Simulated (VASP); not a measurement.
Here is the system:

```
GaSb
1.0
    4.30505     0.00000     0.00000
   -2.15252     3.72828     0.00000
    0.00000     0.00000     7.09347
Ga Sb
2 2
Direct
  0.33333   0.66667   0.00044
  0.66667   0.33333   0.50044
  0.33333   0.66667   0.37456
  0.66667   0.33333   0.87456
```

All values below come from PBEsol GGA, VASP's PBE PAW potentials (set 64) (plane waves; VASP). Run with 400 eV cut-off, 11×11×6 Γ-centred mesh, tetrahedra with Blöchl corrections, potentials Ga_d Sb.

Q: Estimate the energy per atom (σ→0).

A: 
energy per atom (σ→0): -392.2 kJ/mol of atoms

Total energies compare only between runs with the same potentials, cut-off and functional.

The structure was generated: GaSb was put into the wurtzite type (P6_3mc), which need not be its known phase. It was relaxed first.
